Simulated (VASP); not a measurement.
All values below come from PBE GGA, VASP's PBE PAW potentials (set 64) (plane waves; VASP 6.6.1).

VASP ran on this input.

### POSCAR
```
RuS
2.7970250
  1.0000000000   0.0000000000   0.0000000000
  0.0000000000   1.0000000000   0.0000000000
  0.0000000000   0.0000000000   1.0000000000
Ru S
1 1
Cartesian
  0.0000000000   0.0000000000   0.0000000000
  0.5000000000   0.5000000000   0.5000000000
```

**INCAR**
```
SYSTEM  =  RuS
PREC  =  Accurate; ENCUT  =  400; LREAL  =  .FALSE.
LASPH  =  .TRUE.
EDIFF  =  1E-6; NELM  =  100; ALGO  =  Normal
LMAXMIX  =  4
ISMEAR  =  -4
GGA  =  PE
ISIF  =  2
LWAVE  =  .FALSE.; LCHARG  =  .FALSE.
```

File KPOINTS:
```
Automatic mesh
0
Gamma
9 9 9
0 0 0
```

POTCAR, in this order: Ru_pv S (PBE.64 set). Program: vasp_std.

What does the run give for the energy per atom (σ→0), pressure, band gap (on the k-mesh)?

```yaml
energy per atom (σ→0): -6.036 eV/atom
band gap (on the k-mesh): none (metal, semimetal or under 0.01 eV)
pressure: 62.20 GPa
```

OSZICAR:
```
...
DAV:   7    -0.121009944062E+02    0.50009E-01   -0.68561E-01  1042   0.882E+00    0.825E+00
DAV:   8    -0.120713672896E+02    0.29627E-01   -0.94246E-02  1016   0.338E+00    0.789E-01
DAV:   9    -0.120714716336E+02   -0.10434E-03   -0.29636E-03  1250   0.429E-01    0.174E-01
DAV:  10    -0.120714780156E+02   -0.63821E-05   -0.39421E-04  1106   0.229E-01    0.102E-01
DAV:  11    -0.120714698014E+02    0.82142E-05   -0.18674E-05  1214   0.558E-02    0.376E-02
DAV:  12    -0.120714686821E+02    0.11193E-05   -0.10775E-06   724   0.990E-03    0.565E-03
DAV:  13    -0.120714685455E+02    0.13661E-06   -0.57533E-07   556   0.755E-03
   1 F= -.12071469E+02 E0= -.12071469E+02  d E =0.000000E+00
```

The structure was generated: RuS was put into the CsCl type (Pm-3m), which need not be its known phase. The cell was not relaxed at this level. The run is one of a series of settings (ISMEAR = -4, SIGMA removed against the base run), some of them coarse on purpose.
